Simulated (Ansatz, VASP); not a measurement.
**Cross-check of W2CSO (W2COS MXene monolayer) between VASP and Ansatz**

Wanted: the spread between two codes on one cell, functional and k mesh. The cell is taken from a series of runs on this material, whose earlier steps may have relaxed, scaled, displaced or heated it; both programs get it as it stands.

Program: Ansatz 0.2.0. Level of theory: plane waves, with VASP 6.6.1 beside it; single point at PBE with D3(BJ). Results are calculated unless marked as measured.

### 1. The starting structure

The cell holds 5 atoms: 1 S, 2 W, 1 C and 1 O. Its edges and angles: a = 3.160 Å, b = 3.160 Å, c = 22.954 Å, α = 90.0°, β = 90.0°, γ = 120.0°. Vacuum lies along c.

Coordinates:

```
S W C O
1.0
     3.15956    0.00000    0.00000
    -1.57978    2.73626    0.00000
     0.00000    0.00000   22.95438
S W C O
1 2 1 1
Direct
  0.33333 0.66667 0.39208
  0.66667 0.33333 0.46406
  0.33333 0.66667 0.55944
  0.00000 0.00000 0.51277
  0.66667 0.33333 0.60792
```

### 2. VASP: single point, PBE with D3(BJ)

A single point gives forces, pressure and levels at one fixed geometry, so differences don't come from the geometry; what else differs is listed under the comparison.

Lines of VASP's logs that name or quote its potential files are left out, and so is its time.

File INCAR:

```
SYSTEM = W2CSO
PREC = Accurate
ENCUT = 520
EDIFF = 1E-06
NELM = 120
ISMEAR = -1
SIGMA = 0.02585
LREAL = .FALSE.
ALGO = Normal
GGA = PE
IVDW = 12
NBANDS = 20
LASPH = .TRUE.
LORBIT = 11
LWAVE = .FALSE.
LCHARG = .FALSE.
ISIF = 2
LDIPOL = .TRUE.
IDIPOL = 3
DIPOL = 0.5 0.5 0.508
LVHAR = .TRUE.
GGA_COMPAT = .FALSE.
NELMDL = -8
KPAR = 2
```

File POSCAR:

```
W2CSO
1.0
    3.1595567912      0.0000000000      0.0000000000
   -1.5797783956      2.7362564459      0.0000000000
    0.0000000000      0.0000000000     22.9543772904
S W C O
1 2 1 1
Direct
    0.3333333333      0.6666666667      0.3920820803
    0.6666666666      0.3333333334      0.4640626346
    0.3333333333      0.6666666667      0.5594399156
    1.0000000000      0.0000000000      0.5127662927
    0.6666666666      0.3333333334      0.6079179197
```

File KPOINTS:

```
Automatic mesh
0
Gamma
18 18 1
0 0 0
```

Potentials, in the order of the species: S, W, C and O (PBE family, release 64).

The run is started by

```sh
mpirun -np 2 vasp_std
```

Numbers of over 12 decimals in the logs are rounded to 6 here.

What it wrote:

```text
[banner, memory and clock lines left out]
running    2 mpi-ranks, on    1 nodes
 distrk:  each k-point on    1 cores,    2 groups
 distr:  one band on    1 cores,    1 groups

 POSCAR found type information on POSCAR S W C O
 POSCAR found :  4 types and       5 ions
 LDA part: xc-table for (Slater+PW92), standard interpolation
 POSCAR, INCAR and KPOINTS ok, starting setup
 FFT: planning ... GRIDC
 FFT: planning ... GRID_SOFT
 FFT: planning ... GRID
 WAVECAR not read
 entering main loop
       N       E                     dE             d eps       ncg     rms          rms(c)
DAV:   1     0.221118222689E+03    0.22112E+03   -0.11306E+04  1480   0.111E+03
DAV:   2    -0.253783883480E+02   -0.24650E+03   -0.23889E+03  2172   0.261E+02
DAV:   3    -0.534377550275E+02   -0.28059E+02   -0.27508E+02  1820   0.978E+01
DAV:   4    -0.543850041127E+02   -0.94725E+00   -0.93909E+00  2172   0.193E+01
DAV:   5    -0.544068291510E+02   -0.21825E-01   -0.21749E-01  2064   0.267E+00
DAV:   6    -0.544075756918E+02   -0.74654E-03   -0.74572E-03  2136   0.476E-01
DAV:   7    -0.544076098599E+02   -0.34168E-04   -0.34166E-04  2056   0.927E-02
DAV:   8    -0.544076116394E+02   -0.17795E-05   -0.17793E-05  2172   0.208E-02    0.467E+01
DAV:   9    -0.475205023753E+02    0.68871E+01   -0.37221E+01  1956   0.364E+01    0.173E+01
DAV:  10    -0.476687377134E+02   -0.14824E+00   -0.79376E+00  1992   0.190E+01    0.107E+01
DAV:  11    -0.483369252799E+02   -0.66819E+00   -0.11471E+01  2160   0.210E+01    0.635E+00
DAV:  12    -0.470484228279E+02    0.12885E+01   -0.67521E+00  2360   0.169E+01    0.130E+00
DAV:  13    -0.470322791358E+02    0.16144E-01   -0.53824E-01  2016   0.471E+00    0.766E-01
DAV:  14    -0.470307797789E+02    0.14994E-02   -0.42635E-02  1756   0.152E+00    0.476E-01
[...]
DAV:  23    -0.470267686885E+02   -0.39131E-04   -0.12628E-05  1792   0.200E-02    0.228E-02
DAV:  24    -0.470268284001E+02   -0.59712E-04   -0.25959E-05  1884   0.299E-02    0.391E-02
DAV:  25    -0.470268379902E+02   -0.95901E-05   -0.66011E-06  1864   0.161E-02    0.266E-02
DAV:  26    -0.470268421869E+02   -0.41967E-05   -0.32197E-06  1632   0.109E-02    0.147E-02
DAV:  27    -0.470268484709E+02   -0.62839E-05   -0.11277E-06  1044   0.664E-03    0.856E-03
DAV:  28    -0.470268526412E+02   -0.41703E-05   -0.76207E-07  1012   0.526E-03    0.552E-03
DAV:  29    -0.470268550752E+02   -0.24340E-05   -0.60027E-07  1132   0.461E-03    0.343E-03
DAV:  30    -0.470268559083E+02   -0.83313E-06   -0.29623E-07   884   0.331E-03
   1 F= -.48492040E+02 E0= -.48490073E+02  d E =-.393486E-02
```

From OUTCAR (step 2):

```text
ion  position               nearest neighbor table
   1  0.333  0.667  0.392-   2 2.46   2 2.46   2 2.46
   2  0.667  0.333  0.464-   4 2.14   4 2.14   4 2.14   1 2.46   1 2.46   1 2.46   3 2.85   3 2.85
                             3 2.85
   3  0.333  0.667  0.559-   4 2.12   4 2.12   4 2.12   5 2.14   5 2.14   5 2.14   2 2.85   2 2.85
                             2 2.85
   4  0.000  0.000  0.513-   3 2.12   3 2.12   3 2.12   2 2.14   2 2.14   2 2.14
   5  0.667  0.333  0.608-   3 2.14   3 2.14   3 2.14

  LATTYP: Found a hexagonal cell.
 ALAT       =     3.1595567912
 C/A-ratio  =     7.2650624146

 Subroutine GETGRP returns: Found  6 space group operations
 (whereof  6 operations were pure point group operations)

The static configuration has the point symmetry C_3v.

 Found     37 irreducible k-points:

   k-points           NKPTS =     37   k-points in BZ     NKDIM =     37   number of bands    NBANDS=     20

   dimension x,y,z NGX =    24 NGY =   24 NGZ =  180
   dimension x,y,z NGXF=    48 NGYF=   48 NGZF=  360

   ENCUT  =  520.0 eV  38.22 Ry    6.18 a.u.   5.87  5.87 42.68*2*pi/ulx,y,z

   NELECT =      28.0000    total number of electrons

 k-points in reciprocal lattice and weights: Automatic mesh
   0.00000000  0.00000000  0.00000000       0.003
   0.05555556 -0.00000000  0.00000000       0.019
   0.11111111 -0.00000000  0.00000000       0.019
   0.16666667 -0.00000000  0.00000000       0.019
   0.22222222 -0.00000000  0.00000000       0.019
   0.27777778  0.00000000  0.00000000       0.019
   0.33333333  0.00000000  0.00000000       0.019
   0.38888889 -0.00000000  0.00000000       0.019
   0.44444444 -0.00000000  0.00000000       0.019
[...]
0.33333333  0.27777778  0.00000000       0.037
   0.33333333  0.33333333  0.00000000       0.006

 dipolmoment           0.000000      0.000000      0.045445 electrons x Angstroem

 average (electrostatic) potential at core
       1 -93.3843       2 -48.2030       3 -48.7708       4 -57.1970       5 -77.5306

 E-fermi :  -1.2609

 k-point     1 :       0.0000    0.0000    0.0000
  band No.  band energies     occupation
    ...
     11      -3.8835      2.00000
     12      -3.8835      2.00000
     13      -2.4800      2.00000
     14      -2.4800      2.00000
     15      -2.3401      2.00000
     16      -0.6485      0.00000
     17      -0.6485      0.00000
     18      -0.0937      0.00000
     19       0.8936      0.00000
     20       0.8936      0.00000

 k-point     2 :       0.0556   -0.0000    0.0000
  band No.  band energies     occupation
    ...
     11      -3.9977      2.00000
     12      -3.9703      2.00000
     13      -2.8175      2.00000
     14      -2.3864      2.00000
     15      -2.0301      2.00000
     16      -0.6154      0.00000
     17      -0.5917      0.00000
     18       0.0422      0.00000
     19       0.7884      0.00000
     20       0.9029      0.00000

 k-point     3 :       0.1111   -0.0000    0.0000
  band No.  band energies     occupation
    ...
     11      -4.1095      2.00000
     12      -3.9397      2.00000
     13      -3.2026      2.00000
     14      -2.2249      2.00000
     15      -1.7280      2.00000
     16      -0.5550      0.00000
     17      -0.3922      0.00000
     18       0.3792      0.00000
     19       0.6467      0.00000
     20       0.9169      0.00000

 Edisp (eV)   -1.46518

  Total      -0.02183    -0.02183    -0.34543    -0.00000     0.00000    -0.00000
  in kB      -0.17628    -0.17628    -2.78883    -0.00000     0.00000    -0.00000
  external pressure =       -1.05 kB  Pullay stress =        0.00 kB

  energy-cutoff  :      520.00
  volume of cell :      198.45
      direct lattice vectors                 reciprocal lattice vectors
     3.159556791  0.000000000  0.000000000     0.316500087  0.182731411  0.000000000
    -1.579778396  2.736256446  0.000000000     0.000000000  0.365462821  0.000000000
     0.000000000  0.000000000 22.954377290     0.000000000  0.000000000  0.043564676

 POSITION                                       TOTAL-FORCE (eV/Angst)
 -----------------------------------------------------------------------------------
     -0.00000      1.82417      9.00000        -0.000000     -0.000000      0.042614
      1.57978      0.91209     10.65227        -0.000000     -0.000000      0.081855
     -0.00000      1.82417     12.84159        -0.000000     -0.000000     -0.059946
      0.00000      0.00000     11.77023        -0.000000     -0.000000     -0.058800
      1.57978      0.91209     13.95438         0.000000      0.000000     -0.005722
 -----------------------------------------------------------------------------------
    total drift:                                0.000000     -0.000000      0.000463

  FREE ENERGIE OF THE ION-ELECTRON SYSTEM (eV)
  ---------------------------------------------------
  free  energy   TOTEN  =       -48.4920402830 eV

  energy  without entropy=      -48.4881054220  energy(sigma->0) =      -48.49007285

 vacuum level on the upper side and lower side of the slab         4.595         3.642

 total charge
# of ion       s       p       d       tot
------------------------------------------
    1        1.362   2.361   0.000   3.723
    2        0.585   0.785   4.325   5.695
    3        0.566   0.778   4.179   5.523
    4        0.874   1.631   0.000   2.505
    5        1.569   3.403   0.000   4.971
--------------------------------------------------
tot          4.956   8.958   8.504  22.418

[... 3 further parts left out ...]
```

This run has no spin polarisation, so a moment on W, if there is one, isn't seen. The data set W keeps the semicore shell frozen, which is cheaper and a little less accurate.

### 3. Ansatz: single point, PBE with D3(BJ)

Ansatz runs on its default PAW (the set named soft_2) files.

The same cell, functional, mesh and smearing now go to Ansatz, which takes its cutoff from its data sets.

File input.yaml:

```yaml
crystal:
  lattice:
    - [3.1595567912, 0.0, 0.0]
    - [-1.5797783956, 2.7362564459, 0.0]
    - [0.0, 0.0, 22.9543772904]
  atoms:
    - { symbol: S, position: [0.3333333333, 0.6666666667, 0.3920820803] }
    - { symbol: W, position: [0.6666666667, 0.3333333333, 0.4640626346] }
    - { symbol: C, position: [0.0, 0.0, 0.5127662927] }
    - { symbol: W, position: [0.3333333333, 0.6666666667, 0.5594399156] }
    - { symbol: O, position: [0.6666666667, 0.3333333333, 0.6079179197] }
kpoints:
  mp_grid: { grid: [18, 18, 1] }
  band_path:
    path: [[0, 0, 0], [0.5, 0, 0], [0.33333333, 0.33333333, 0], [0, 0, 0]]
    npoints: 16
hamiltonian:
  xc: pbe
  dispersion: d3bj
scf:
  occupations: { method: fermi_dirac, width: 0.02585 }
  convergence: { dr2_threshold: 1.0e-10 }
efield:
  axis: 3
  dipole_correction: true
  ramp_position: 0.97
  ramp_width: 0.06
  amplitude: 0
output:
  dos: { projected: true, e_range: [-6, 5] }
  write_potential: true
  write_density: true
  volumetric_format: npy
  elf: true
```

The run is started by

```sh
ansatz run input.yaml --threads 2 --pin off --max-ram 3072MiB --backend cpu --events-out ev --progress --plain --runs-dir out
```

What it wrote:

```text
Engine: ansatz 0.2.0, x86_64-unknown-linux-gnu
Pseudopotentials: kind: paw
Pseudopotential: S, paw, valence charge 6, recommended cutoff 420 eV (normal), S.paw.azcp
Pseudopotential: W, paw, valence charge 14, recommended cutoff 420 eV (normal), W.paw.azcp
Pseudopotential: C, paw, valence charge 4, recommended cutoff 420 eV (normal), C.paw.azcp
Pseudopotential: O, paw, valence charge 6, recommended cutoff 420 eV (normal), O.paw.azcp
Functional definition: PBE
  parameter kappa = 0.804
  parameter beta = 0.066725
  exchange = pbe_x(kappa = kappa, mu = beta*pi^2/3)
  correlation = pbe_c(beta = beta)
Crystal: 5 atoms, lattice volume = 198.449 Å³
Basis set: ecut = 420 eV, 3833 PW (Γ)
Bands: 27, of which v1, the nominal top of the filled ones, is band 22 counted from 1 (21 counted from 0)
Symmetry: 6 space group operations
Space group: P3m1 (ITA 156), of the structure as read, at distance tolerance 5.8e-5 Å
k-points: 37 of 324 (time reversal used)
Non-local potential: S, projectors of the file, l = 0: 2, l = 1: 2, l = 2: 2
Non-local potential: W, projectors of the file, l = 0: 3, l = 1: 2, l = 2: 2, l = 3: 1
Non-local potential: C, projectors of the file, l = 0: 2, l = 1: 2, l = 2: 1
Non-local potential: O, projectors of the file, l = 0: 2, l = 1: 2, l = 2: 1
PAW form: soft (Blöchl's): semilocal exchange-correlation on the pseudo side does not see the compensation charge
PAW one-centre angular grid: S, 110 points (default); XC on 64 Gauss nodes
PAW one-centre angular grid: W, 590 points (default); XC on 64 Gauss nodes
PAW one-centre angular grid: C, 110 points (default); XC on 64 Gauss nodes
PAW one-centre angular grid: O, 110 points (default); XC on 64 Gauss nodes
Initial density: superposition of atomic densities (neutral atoms: chi_scale 0, normalization atom), corrected by the library's trained network
Initial wavefunctions: pseudopotential atomic-orbital guess
Functional: x = pbe(κ = 0.804, μ = 0.219515), c = pbe(β = 0.066725)
SCF iter   1: F=—  HF=-22491.832950 eV  |F-HF|=—  |Δ(HF+E_count)|=         —  Δρ=6.08e-3  dr2=1.18e-1  ethr=1.77e-3  p=-0.030 e·Å  D=-2.78e-2 V/Å  ΔV_dip=0.64 eV  dr2_dipole=9.48e-3  V_vac-E_F(+/−)=5.82/5.18 eV  ⟨swp⟩=10.6  Hψ=6411  notcnv=0
efield: sawtooth ramp at fractional position 0.9700 (set: `efield.ramp_position`, or a place that a band, a saddle search or an elastic batch's reference lends), width 0.0600; the density the first Hamiltonian is built on has a dipole p = -0.030 e·Å; the dipole correction subtracts the counter field D = -2.78e-2 V/Å, which shifts the + side's vacuum level by +0.64 eV against the − side's; the planar-averaged density in the ramp window peaks in size at 8.2e-6 e/Å³
preconditioner: auto → LDOS  [metal: Δε(μ)=0.034 eV  Ē_g=8.670 eV  σ=0.026 eV  W_gap=0.29  n_scr=14 (ndim 8)  ℏωp=13.9 eV  f_vac=0.656  D(μ)=1.93/eV (n_scr^D=8)  β→1.0]
SCF iter   2: F=—  HF=-22491.823865 eV  |F-HF|=—  |Δ(HF+E_count)|=   9.09e-3  Δρ=2.83e-3  dr2=1.53e-2  ethr=2.67e-4  p=-0.037 e·Å  D=-3.37e-2 V/Å  ΔV_dip=0.77 eV  dr2_dipole=2.41e-6  V_vac-E_F(+/−)=5.71/4.94 eV  ⟨swp⟩=2.4  Hψ=1893  notcnv=0  defer=5
SCF iter   3: F=—  HF=-22491.822738 eV  |F-HF|=—  |Δ(HF+E_count)|=   1.13e-3  Δρ=8.27e-4  dr2=1.61e-3  ethr=3.47e-5  p=-0.042 e·Å  D=-3.81e-2 V/Å  ΔV_dip=0.88 eV  dr2_dipole=4.96e-5  V_vac-E_F(+/−)=5.77/4.90 eV  ⟨swp⟩=2.5  Hψ=1758  notcnv=0  defer=5
SCF iter   4: F=—  HF=-22491.822456 eV  |F-HF|=—  |Δ(HF+E_count)|=   2.82e-4  Δρ=9.80e-5  dr2=1.79e-5  ethr=3.66e-6  p=-0.040 e·Å  D=-3.66e-2 V/Å  ΔV_dip=0.84 eV  dr2_dipole=2.66e-7  V_vac-E_F(+/−)=5.76/4.92 eV  ⟨swp⟩=2.8  Hψ=1694  notcnv=0  defer=5
SCF iter   5: F=—  HF=-22491.822486 eV  |F-HF|=—  |Δ(HF+E_count)|=   2.95e-5  Δρ=3.26e-5  dr2=3.69e-6  ethr=4.06e-8  p=-0.040 e·Å  D=-3.69e-2 V/Å  ΔV_dip=0.85 eV  dr2_dipole=5.96e-7  V_vac-E_F(+/−)=5.76/4.91 eV  ⟨swp⟩=3.0  Hψ=2167  notcnv=0  defer=5
SCF iter   6: F=—  HF=-22491.822384 eV  |F-HF|=—  |Δ(HF+E_count)|=   1.02e-4  Δρ=1.14e-5  dr2=4.32e-7  ethr=8.39e-9  p=-0.040 e·Å  D=-3.68e-2 V/Å  ΔV_dip=0.84 eV  dr2_dipole=5.03e-8  V_vac-E_F(+/−)=5.76/4.91 eV  ⟨swp⟩=2.3  Hψ=1533  notcnv=0  defer=5
SCF iter   7: F=—  HF=-22491.822384 eV  |F-HF|=—  |Δ(HF+E_count)|=   5.73e-7  Δρ=2.48e-6  dr2=1.43e-8  ethr=9.83e-10  p=-0.040 e·Å  D=-3.67e-2 V/Å  ΔV_dip=0.84 eV  dr2_dipole=1.62e-9  V_vac-E_F(+/−)=5.76/4.91 eV  ⟨swp⟩=2.2  Hψ=1622  notcnv=0  defer=5
SCF iter   8: F=—  HF=-22491.822384 eV  |F-HF|=—  |Δ(HF+E_count)|=   1.79e-8  Δρ=6.00e-7  dr2=4.45e-10  ethr=3.24e-11  p=-0.040 e·Å  D=-3.67e-2 V/Å  ΔV_dip=0.84 eV  dr2_dipole=7.68e-12  V_vac-E_F(+/−)=5.76/4.91 eV  ⟨swp⟩=2.8  Hψ=2040  notcnv=0  defer=5
SCF iter   9: F=-22491.822384 eV  HF=-22491.822384 eV  |F-HF|=7.28e-12  |Δ(HF+E_count)|=   1.18e-9  Δρ=1.22e-7  dr2=2.71e-11  ethr=1.00e-12  p=-0.040 e·Å  D=-3.67e-2 V/Å  ΔV_dip=0.84 eV  dr2_dipole=3.54e-13  V_vac-E_F(+/−)=5.76/4.91 eV  ⟨swp⟩=5.8  Hψ=3341  notcnv=0
SCF 1 converged in 9 iterations: F = -22491.822384 eV  dr2 = 2.71e-11
  greatest PAW one-centre occupation: 1.000 electrons in one spin orbital (limit 2), on the W atom at site 3 (counted from 0), in its partial waves of l = 0
NSCF: frozen V_eff on 49 k-points
efield: sawtooth ramp at fractional position 0.9700 (kept from the solve that this one continues, or follows in the run), width 0.0600; the density the first Hamiltonian is built on has a dipole p = -0.040 e·Å; the dipole correction subtracts the counter field D = -3.67e-2 V/Å, which shifts the + side's vacuum level by +0.84 eV against the − side's; the planar-averaged density in the ramp window peaks in size at 3.2e-6 e/Å³
WARN: The output density's exchange-correlation potential varies sharply where the density is thin. Do not read a vacuum level from v_tot or v_xc, or from such a field of the output density. On a cell that repeats whose density bears no net charge and no dipole along the vacuum's axis use v_es (v_loc + v_h of the components); under efield.dipole_correction with no amplitude use v_es + v_field, which holds any externa [...]
SCF converged after 9 iterations
Free energy (F): -22491.822384 eV
Harris-Foulkes:  -22491.822384 eV  (|F-HF|=7.28e-12)
Internal energy: -22491.818302 eV  (E = F + TS)
E sigma→0 (E₀):  -22491.820343 eV
Entropy (-TS):   -0.004083 eV (-0.817 meV/atom)
Fermi energy:    1.493823 eV
Dipole field:    D = -0.036743 V/Å  (p = -0.040296 e·Å, saw-weighted, corrected)
Work function:   Φ+ = 5.7563 eV   Φ− = 4.9130 eV
Levels:          The Fermi level and band energies are counted from a zero that moves with the ramp; work functions are not
--- Per-component energies (eV) ---
  E_band       = -908.962758
  E_kinetic    = 1275.760652
  E_local      = -45971.201303  (includes V_loc(G=0)·N_el)
  E_nonlocal   = 103.001038
  E_hartree    = 22350.127090
  E_xc         = -754.273295
  E_vxc        = -720.625567  (∫ρ·V_xc dr)
  E_paw        = -17981.758191  (= ΣΔE_a)
  E_vpaw       = -296.476206  (= ΣTr[D̂ρ^β])
  E_aug_tail   = 0.002304  (compensation charges beyond the density's cutoff)
  E_efield     = 0.000740  (sawtooth field / dipole correction)
  E_vefield    = 0.322061  (∫n·V_field dr)
  E_ewald      = 18487.988005
  E_disp       = -1.465343  (pairwise vdW)
  E_smearing   = -0.004083  (= −TS)
  E_closure    = 0.000000  (closes the sum)
  Σ components = -22491.822384   (vs F -22491.822384, Δ=0.00e0)
--- Band table (eV; the first three rows and the last of 37) ---
  k-point 0: bands = [... 18 lower, -1.1212, -1.1212, 0.2291, 0.2291, 0.4015, 2.1244, 2.1244, 2.6230, ... 1 higher]
  k-point 1: bands = [... 18 lower, -1.2519, -1.2097, -0.0882, 0.3264, 0.6973, 2.1560, 2.1808, 2.7607, ... 1 higher]
  k-point 2: bands = [... 18 lower, -1.3518, -1.2198, -0.4654, 0.4968, 1.0006, 2.2131, 2.3783, 3.1080, ... 1 higher]
  k-point 36: bands = [... 18 lower, -3.0613, -2.9072, 0.6073, 0.8352, 1.1719, 2.9054, 3.4559, 3.7241, ... 1 higher]
```

### 4. Side by side

Known differences besides the potentials themselves: the data sets hold 44 valence electrons in Ansatz (on its default PAW (the set named soft_2) files) and 28 in VASP; the cutoff is 420 eV in Ansatz and 520 eV in VASP. Total energies have different zeros and are not compared.

Compared:

```csv
quantity,Ansatz,VASP,difference
"work function, lower of the two faces (eV)",4.91,4.90,+0.01
"work function, higher of the two faces (eV)",5.76,5.86,-0.10
```

With vacuum in the cell, a pressure given here is an average over mostly empty space and none of the material.

### 5. What came out

| Item | Value |
| --- | --- |
| difference in work function, higher of the two faces (single point, PBE with D3(BJ)) | -0.100 eV |

**Reading.** The difference in work function, higher of the two faces is -0.100 eV (single point, PBE with D3(BJ)). The data sets hold unlike numbers of valence electrons (44 in Ansatz and 28 in VASP), so part of the differences comes from the potentials. Such differences can come from data sets, numerical settings and the points named under the comparisons, not from the functional's error against experiment.

[Lines on the potential files, build, host, timing and source positions are cut from VASP's logs without a mark.]

[Logs are printed without paths, hosts, clocks, repeated set-up lines and the standing remarks that a program may print on its own settings, such as how far it seeks lower states.]

[Hosts, paths, dates, database ids (printed as entryN), source tags and the programs' standing remarks are cut or masked in the printed files.]
